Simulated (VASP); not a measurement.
Calculation: PBE GGA, VASP's PBE PAW potentials (set 64) (plane waves; VASP 6.6.1).

Input for VASP

INCAR:
```
SYSTEM = Al35N35O
PREC = Normal
ENCUT = 400
EDIFF = 1E-5
NELM = 100
ALGO = Fast
LREAL = Auto
LASPH = .TRUE.
ISMEAR = 0
SIGMA = 0.05
GGA = PE
LWAVE = .FALSE.
LCHARG = .FALSE.
NELMIN = 4
ISYM = 0
NELECT = 288.0
IBRION = 2
ISIF = 2
NSW = 70
EDIFFG = -0.03
```

File KPOINTS:
```
Automatic mesh
0
Gamma
1 1 1
0 0 0
```

**POSCAR**
```
Al35N35O
1
    4.6932676572    -8.1289780179     0.0000000000
    4.6932676572     8.1289780179     0.0000000000
    0.0000000000     0.0000000000    10.0192026156
Al N O
35 35 1
Direct
  0.2233250000   0.1180130000   0.2537070000
  0.1111110000   0.2222220000   0.0000000000
  0.2237040000   0.1152220000   0.7512020000
  0.1116240000   0.2201250000   0.5047580000
  0.2222220000   0.4444440000   0.2500000000
  0.1111110000   0.5555560000   0.0000000000
  0.2222220000   0.4444440000   0.7500000000
  0.1111110000   0.5555560000   0.5000000000
  0.2222220000   0.7777780000   0.2500000000
  0.1111110000   0.8888890000   0.0000000000
  0.2222220000   0.7777780000   0.7500000000
  0.1111110000   0.8888890000   0.5000000000
  0.5540720000   0.1084440000   0.2532410000
  0.4444440000   0.2222220000   0.0000000000
  0.5548210000   0.1117090000   0.7532020000
  0.5564810000   0.4491650000   0.2479780000
  0.4444440000   0.5555560000   0.0000000000
  0.5605410000   0.4461640000   0.7515750000
  0.4481260000   0.5621030000   0.4959400000
  0.5555560000   0.7777780000   0.2500000000
  0.4444440000   0.8888890000   0.0000000000
  0.5555560000   0.7777780000   0.7500000000
  0.4444440000   0.8888890000   0.5000000000
  0.8888890000   0.1111110000   0.2500000000
  0.7777780000   0.2222220000   0.0000000000
  0.8888890000   0.1111110000   0.7500000000
  0.7766330000   0.2240490000   0.5043290000
  0.8888890000   0.4444440000   0.2500000000
  0.7777780000   0.5555560000   0.0000000000
  0.8888890000   0.4444440000   0.7500000000
  0.7779360000   0.5582310000   0.5036490000
  0.8888890000   0.7777780000   0.2500000000
  0.7777780000   0.8888890000   0.0000000000
  0.8888890000   0.7777780000   0.7500000000
  0.7777780000   0.8888890000   0.5000000000
  0.2220810000   0.1097610000   0.4412280000
  0.1111110000   0.2222220000   0.1910000000
  0.2222220000   0.1111110000   0.9410000000
  0.1111110000   0.2222220000   0.6910000000
  0.2222220000   0.4444440000   0.4410000000
  0.1111110000   0.5555560000   0.1910000000
  0.2222220000   0.4444440000   0.9410000000
  0.1111110000   0.5555560000   0.6910000000
  0.2222220000   0.7777780000   0.4410000000
  0.1111110000   0.8888890000   0.1910000000
  0.2222220000   0.7777780000   0.9410000000
  0.1111110000   0.8888890000   0.6910000000
  0.5577280000   0.1160140000   0.4446770000
  0.4425120000   0.2177970000   0.1907570000
  0.5555560000   0.1111110000   0.9410000000
  0.4402600000   0.2195200000   0.6916250000
  0.4444440000   0.5555560000   0.1910000000
  0.5555560000   0.4444440000   0.9410000000
  0.4444440000   0.5555560000   0.6910000000
  0.5555560000   0.7777780000   0.4410000000
  0.4444440000   0.8888890000   0.1910000000
  0.5555560000   0.7777780000   0.9410000000
  0.4444440000   0.8888890000   0.6910000000
  0.8888890000   0.1111110000   0.4410000000
  0.7777780000   0.2222220000   0.1910000000
  0.8888890000   0.1111110000   0.9410000000
  0.7777780000   0.2222220000   0.6910000000
  0.8888890000   0.4444440000   0.4410000000
  0.7777780000   0.5555560000   0.1910000000
  0.8888890000   0.4444440000   0.9410000000
  0.7777780000   0.5555560000   0.6910000000
  0.8888890000   0.7777780000   0.4410000000
  0.7777780000   0.8888890000   0.1910000000
  0.8888890000   0.7777780000   0.9410000000
  0.7777780000   0.8888890000   0.6910000000
  0.5586360000   0.4475500000   0.4459910000
```

POTCAR, in this order: Al N O (PBE.64 set). Program: vasp_gam.

Output

**OSZICAR**
```
...
DAV:   1    -0.508248491281E+03   -0.61921E-02   -0.43250E+00   360   0.495E+00    0.299E-01
RMM:   2    -0.508253169284E+03   -0.46780E-02   -0.67252E-02   360   0.553E-01    0.169E-01
RMM:   3    -0.508253067659E+03    0.10162E-03   -0.94672E-03   363   0.194E-01    0.110E-01
RMM:   4    -0.508252745556E+03    0.32210E-03   -0.26383E-03   360   0.104E-01    0.322E-02
RMM:   5    -0.508252779021E+03   -0.33465E-04   -0.49309E-04   384   0.422E-02    0.240E-02
RMM:   6    -0.508252782588E+03   -0.35670E-05   -0.94727E-05   333   0.203E-02
  12 F= -.50825278E+03 E0= -.50825278E+03  d E =-.104838E-01
       N       E                     dE             d eps       ncg     rms          rms(c)
DAV:   1    -0.508252943706E+03   -0.16469E-03   -0.18361E-01   392   0.102E+00    0.618E-02
RMM:   2    -0.508253145295E+03   -0.20159E-03   -0.28689E-03   360   0.114E-01    0.349E-02
RMM:   3    -0.508253142779E+03    0.25163E-05   -0.41641E-04   363   0.408E-02    0.232E-02
RMM:   4    -0.508253130227E+03    0.12552E-04   -0.11263E-04   344   0.217E-02    0.756E-03
RMM:   5    -0.508253131598E+03   -0.13716E-05   -0.20869E-05   232   0.891E-03
  13 F= -.50825313E+03 E0= -.50825313E+03  d E =-.108329E-01
       N       E                     dE             d eps       ncg     rms          rms(c)
DAV:   1    -0.508256882486E+03   -0.37523E-02   -0.32955E+00   360   0.395E+00    0.244E-01
RMM:   2    -0.508260534293E+03   -0.36518E-02   -0.49327E-02   360   0.431E-01    0.136E-01
RMM:   3    -0.508260498576E+03    0.35717E-04   -0.65872E-03   363   0.154E-01    0.919E-02
RMM:   4    -0.508260268095E+03    0.23048E-03   -0.18912E-03   362   0.816E-02    0.243E-02
RMM:   5    -0.508260294749E+03   -0.26654E-04   -0.34342E-04   375   0.333E-02    0.189E-02
RMM:   6    -0.508260296481E+03   -0.17321E-05   -0.43206E-05   272   0.145E-02
  14 F= -.50826030E+03 E0= -.50826030E+03  d E =-.716488E-02
       N       E                     dE             d eps       ncg     rms          rms(c)
DAV:   1    -0.508260388606E+03   -0.93857E-04   -0.63780E-01   368   0.174E+00    0.108E-01
RMM:   2    -0.508261097678E+03   -0.70907E-03   -0.95647E-03   360   0.190E-01    0.600E-02
RMM:   3    -0.508261088900E+03    0.87784E-05   -0.12670E-03   362   0.682E-02    0.402E-02
RMM:   4    -0.508261046224E+03    0.42676E-04   -0.35699E-04   357   0.365E-02    0.115E-02
RMM:   5    -0.508261052493E+03   -0.62696E-05   -0.81421E-05   287   0.156E-02
  15 F= -.50826105E+03 E0= -.50826105E+03  d E =-.792090E-02
       N       E                     dE             d eps       ncg     rms          rms(c)
DAV:   1    -0.508262110717E+03   -0.10645E-02   -0.30362E+00   360   0.366E+00    0.229E-01
RMM:   2    -0.508265652464E+03   -0.35417E-02   -0.45790E-02   360   0.407E-01    0.134E-01
RMM:   3    -0.508265744631E+03   -0.92167E-04   -0.65617E-03   363   0.143E-01    0.936E-02
RMM:   4    -0.508265542212E+03    0.20242E-03   -0.19301E-03   363   0.790E-02    0.255E-02
RMM:   5    -0.508265564034E+03   -0.21822E-04   -0.30141E-04   366   0.311E-02    0.191E-02
RMM:   6    -0.508265566323E+03   -0.22886E-05   -0.53145E-05   303   0.152E-02
  16 F= -.50826557E+03 E0= -.50826557E+03  d E =-.451383E-02
       N       E                     dE             d eps       ncg     rms          rms(c)
DAV:   1    -0.508265582283E+03   -0.18249E-04   -0.37942E-02   416   0.409E-01    0.259E-02
RMM:   2    -0.508265626465E+03   -0.44182E-04   -0.56738E-04   360   0.452E-02    0.155E-02
RMM:   3    -0.508265627652E+03   -0.11865E-05   -0.83573E-05   263   0.164E-02    0.109E-02
RMM:   4    -0.508265625616E+03    0.20355E-05   -0.20650E-05   230   0.847E-03
  17 F= -.50826563E+03 E0= -.50826563E+03  d E =-.457312E-02
       N       E                     dE             d eps       ncg     rms          rms(c)
DAV:   1    -0.508265475890E+03    0.15176E-03   -0.22845E+00   360   0.333E+00    0.207E-01
RMM:   2    -0.508268068629E+03   -0.25927E-02   -0.35147E-02   360   0.373E-01    0.120E-01
RMM:   3    -0.508268051219E+03    0.17410E-04   -0.48877E-03   363   0.130E-01    0.834E-02
RMM:   4    -0.508267857582E+03    0.19364E-03   -0.15664E-03   362   0.731E-02    0.227E-02
RMM:   5    -0.508267873323E+03   -0.15742E-04   -0.25516E-04   367   0.289E-02    0.166E-02
RMM:   6    -0.508267874918E+03   -0.15942E-05   -0.47010E-05   282   0.138E-02
  18 F= -.50826787E+03 E0= -.50826787E+03  d E =-.224930E-02
       N       E                     dE             d eps       ncg     rms          rms(c)
DAV:   1    -0.508267886591E+03   -0.13268E-04   -0.45262E-02   400   0.469E-01    0.314E-02
RMM:   2    -0.508267939084E+03   -0.52493E-04   -0.71131E-04   360   0.534E-02    0.176E-02
RMM:   3    -0.508267938178E+03    0.90656E-06   -0.92949E-05   274   0.182E-02    0.120E-02
RMM:   4    -0.508267933923E+03    0.42544E-05   -0.27135E-05   240   0.982E-03
  19 F= -.50826793E+03 E0= -.50826793E+03  d E =-.230831E-02
       N       E                     dE             d eps       ncg     rms          rms(c)
DAV:   1    -0.508268413809E+03   -0.47563E-03   -0.59140E-01   360   0.176E+00    0.105E-01
RMM:   2    -0.508269023989E+03   -0.61018E-03   -0.85498E-03   360   0.190E-01    0.593E-02
RMM:   3    -0.508269014991E+03    0.89985E-05   -0.12054E-03   363   0.676E-02    0.397E-02
RMM:   4    -0.508268977808E+03    0.37183E-04   -0.33865E-04   361   0.354E-02    0.108E-02
RMM:   5    -0.508268983096E+03   -0.52880E-05   -0.66790E-05   273   0.146E-02
  20 F= -.50826898E+03 E0= -.50826898E+03  d E =-.104917E-02
       N       E                     dE             d eps       ncg     rms          rms(c)
DAV:   1    -0.508268989780E+03   -0.11972E-04   -0.10143E-02   424   0.231E-01    0.142E-02
RMM:   2    -0.508269001225E+03   -0.11445E-04   -0.15694E-04   348   0.263E-02    0.838E-03
RMM:   3    -0.508269001303E+03   -0.78735E-07   -0.23529E-05   227   0.962E-03    0.585E-03
RMM:   4    -0.508269000770E+03    0.53377E-06   -0.58296E-06   212   0.474E-03
  21 F= -.50826900E+03 E0= -.50826900E+03  d E =-.106685E-02
       N       E                     dE             d eps       ncg     rms          rms(c)
DAV:   1    -0.508269226157E+03   -0.22485E-03   -0.37446E-01   360   0.141E+00    0.868E-02
RMM:   2    -0.508269626091E+03   -0.39993E-03   -0.56145E-03   360   0.155E-01    0.488E-02
RMM:   3    -0.508269626717E+03   -0.62577E-06   -0.83034E-04   364   0.557E-02    0.328E-02
RMM:   4    -0.508269604553E+03    0.22164E-04   -0.21707E-04   359   0.285E-02    0.914E-03
RMM:   5    -0.508269607530E+03   -0.29770E-05   -0.39318E-05   253   0.117E-02
  22 F= -.50826961E+03 E0= -.50826961E+03  d E =-.606760E-03
       N       E                     dE             d eps       ncg     rms          rms(c)
DAV:   1    -0.508269607653E+03   -0.31003E-05   -0.14940E-04   376   0.283E-02    0.319E-03
RMM:   2    -0.508269607773E+03   -0.12014E-06   -0.24496E-06   205   0.343E-03    0.215E-03
RMM:   3    -0.508269607732E+03    0.40582E-07   -0.16146E-07    69   0.137E-03    0.105E-03
RMM:   4    -0.508269607723E+03    0.93387E-08   -0.12577E-07    64   0.149E-03
  23 F= -.50826961E+03 E0= -.50826961E+03  d E =-.606953E-03
       N       E                     dE             d eps       ncg     rms          rms(c)
DAV:   1    -0.508269747300E+03   -0.13957E-03   -0.18592E-01   360   0.101E+00    0.632E-02
RMM:   2    -0.508269936527E+03   -0.18923E-03   -0.28121E-03   360   0.110E-01    0.350E-02
RMM:   3    -0.508269930235E+03    0.62925E-05   -0.39570E-04   364   0.396E-02    0.230E-02
RMM:   4    -0.508269918226E+03    0.12009E-04   -0.10963E-04   338   0.205E-02    0.634E-03
RMM:   5    -0.508269919598E+03   -0.13721E-05   -0.17965E-05   227   0.826E-03
  24 F= -.50826992E+03 E0= -.50826992E+03  d E =-.311875E-03
```

File OUTCAR:
```
------------------------ aborting loop because EDIFF is reached ----------------------------------------
  FORCE on cell =-STRESS in cart. coord.  units (eV):
  Direction    XX          YY          ZZ          XY          YZ          ZX
  --------------------------------------------------------------------------------------
  Total       12.7609141     12.2900901     -0.9433843      0.5944777     -0.3473753     -0.6120155
  in kB       26.7434814     25.7567594     -1.9770826      1.2458671     -0.7280062     -1.2826217
  external PRESSURE =      16.8410527 kB  Pullay stress =       0.0000000 kB
  volume of cell :      764.49
      direct lattice vectors                 reciprocal lattice vectors
     4.693267657 -8.128978018  0.000000000     0.106535582 -0.061508347  0.000000000
     4.693267657  8.128978018  0.000000000     0.106535582  0.061508347  0.000000000
     0.000000000  0.000000000 10.019202616     0.000000000  0.000000000  0.099808342
  FREE ENERGIE OF THE ION-ELECTRON SYSTEM (eV)
  ---------------------------------------------------
  free  energy   TOTEN  =      -508.2699195982 eV

  energy  without entropy=     -508.2699195982  energy(sigma->0) =     -508.26991960

 reached required accuracy - stopping structural energy minimisation
```
(Selected blocks of OUTCAR.)

### CONTCAR
```
Al35N35O
   1.00000000000000
     4.6932676571999998   -8.1289780178999997    0.0000000000000000
     4.6932676571999998    8.1289780178999997    0.0000000000000000
     0.0000000000000000    0.0000000000000000   10.0192026155999994
  Al              N               O
    35    35     1
Direct
     0.2237420572005743    0.1118840676964365    0.2535817307249669
     0.1102614579820379    0.2215996810363950    0.0007056325887282
     0.2243807270740608    0.1120490242781405    0.7494126587748197
     0.1137221196351885    0.2186550228363009    0.4990722345073495
     0.2215242499317331    0.4436142561741480    0.2505464911353082
     0.1111910906496173    0.5558338487528125    0.9996291816492228
     0.2227168723852093    0.4434037917259797    0.7487969758109666
     0.1109125031665220    0.5552849688893435    0.4999007570729151
     0.2224426404719010    0.7783567635286729    0.2510504774900668
     0.1103630452202540    0.8885270587962104    0.0005744546644535
     0.2226038319073400    0.7786364822921198    0.7485809374014202
     0.1146552018930547    0.8947858499068656    0.4984599797085624
     0.5547777654414267    0.1118772419455428    0.2535338874607436
     0.4440488161590427    0.2215123672941408    0.9872266555906075
     0.5542654608362055    0.1120788850947945    0.7493983127138740
     0.5544288680704097    0.4423235151997157    0.2464767407659250
     0.4449139585297618    0.5572585887307979    0.0021721060172282
     0.5544169860623364    0.4422218355713435    0.7540640415744008
     0.4446869626249803    0.5555809638663520    0.4992760513304168
     0.5553793581283044    0.7797516012068241    0.2532766974354205
     0.4447321748911546    0.8885179895624286    0.0005694945824887
     0.5555137140078674    0.7779505799219276    0.7485717609069655
     0.4467052122809837    0.8948549475306343    0.4984397949973637
     0.8899923157578545    0.1133680889687715    0.2535080019850794
     0.7779386205051356    0.2216167816843261    0.0006846537454418
     0.8894039628143517    0.1122400086491441    0.7488577524214923
     0.7715797931159054    0.2186919888804743    0.4990788347819705
     0.8886637389755263    0.4436535012207750    0.2505381957718066
     0.7789553579626410    0.5572808703666389    0.0021594947873178
     0.8872460065902736    0.4434548791291426    0.7487744460151110
     0.7774513736756206    0.5556467209541472    0.4992461326200974
     0.8909283058847962    0.7797698306807552    0.2532555967206632
     0.7780314071340128    0.8895134335590230    0.0005361046929352
     0.8889662576843504    0.7779459756140098    0.7485297274425881
     0.7789772533797759    0.8914063585698140    0.4989878842594976
     0.2010155005576630    0.1007726691967505    0.4340220739769042
     0.1106670576613178    0.2242837869502777    0.1898803989011492
     0.2152287138727851    0.1074762492789762    0.9439211862070283
     0.1109817801720249    0.2225828462921738    0.6919978022461308
     0.2236245047290435    0.4445050804213866    0.4418057093712166
     0.1110058444264067    0.5554627454180718    0.1912399919985112
     0.2231029545400017    0.4453655860142157    0.9407216707865240
     0.1107100432653446    0.5548569754026860    0.6914489256278941
     0.2212868580945458    0.7760214214977296    0.4420183148054390
     0.1104350600018767    0.8864190720540565    0.1899823072517076
     0.2219305241927959    0.7772945757620610    0.9403081544258215
     0.1102409330244166    0.8877036595285985    0.6915349855261210
     0.5663567114415635    0.1007325045859398    0.4339740523267844
     0.4449770778788140    0.2233349433553341    0.1862449277473157
     0.5588245976364050    0.1074848355142784    0.9439297863898214
     0.4449872317622628    0.2234024368885994    0.7291686392072780
     0.4440097033067033    0.5566051395696373    0.1931582414981251
     0.5594050592655583    0.4521825563152728    0.9466245003049780
     0.4456961102636175    0.5547955204001765    0.6896527499648637
     0.5547583362822250    0.7754791225995948    0.4436333531397032
     0.4425184073568261    0.8863872324820239    0.1899711154436576
     0.5559400934104907    0.7775865044157916    0.9408180549315832
     0.4440560452327511    0.8877423088796649    0.6915127411632569
     0.8905762489167530    0.1145403096277480    0.4439967560529068
     0.7802622143778071    0.2243265686902499    0.1898677482795622
     0.8887546927115552    0.1109304379596611    0.9407104219831939
     0.7782158141296615    0.2226187708370467    0.6920060263158381
     0.8874482428213560    0.4445096045400279    0.4417821713008055
     0.7791525727174962    0.5566318783329952    0.1931563041763502
     0.8888452192424321    0.4453791263589592    0.9406875402828836
     0.7756164148037393    0.5548029733072739    0.6895990051456093
     0.8873046891997612    0.7755401775386663    0.4436018355842690
     0.7781254973467998    0.8897498182356346    0.1927402857488297
     0.8882207454144619    0.7776057570341585    0.9408048049465432
     0.7779431197038523    0.8893700091441253    0.6913960329928061
     0.5712909122086579    0.4760160254551929    0.4294665038004594
```

At this cut-off the stress carries a Pulay error, which pulls relaxed volumes low. The cell is charged, with a uniform compensating background. The supercell is sampled at Γ alone, which is coarse: total energies, pressure and levels can be off, energies of defects by several tenths of an eV.

The cell is a supercell with a defect, built from AlN (wurtzite): O_N-vac_Al, charge -2. The run is not spin-polarised, so no state with unpaired spins was tried.
